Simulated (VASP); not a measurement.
Data:

```
MgH2
1.0
    4.45450     0.00000     0.00000
    0.00000     4.45450     0.00000
    0.00000     0.00000     2.99410
Mg H
2 4
Direct
  0.00000   0.00000   0.00000
  0.50000   0.50000   0.50000
  0.30425   0.30425   0.00000
  0.80425   0.19575   0.50000
  0.19575   0.80425   0.50000
  0.69575   0.69575   0.00000
```

These are TPSS meta-GGA, VASP's PBE PAW potentials (set 64) (plane waves; VASP 6.6.1) values and carry that method's errors. Numerical set-up: 520 eV cut-off, 6×6×8 Γ-centred mesh, tetrahedra with Blöchl corrections, potentials Mg H.

The cores are frozen, which limits the accuracy of field gradients.

Question: Give the principal components of the electric field gradient (V/Å²) and the asymmetry η at each nucleus.

Answer: 
```tsv
atom	Vxx	Vyy	Vzz	η
Mg1	-5.2	-0.8	6.0	0.73
Mg2	-5.2	-0.8	6.0	0.73
H3	4.7	1.1	-5.8	0.63
H4	4.7	1.1	-5.8	0.63
H5	4.7	1.1	-5.8	0.63
H6	4.7	1.1	-5.8	0.63
```

The compound is MgH2 in the rutile structure. It was relaxed first.
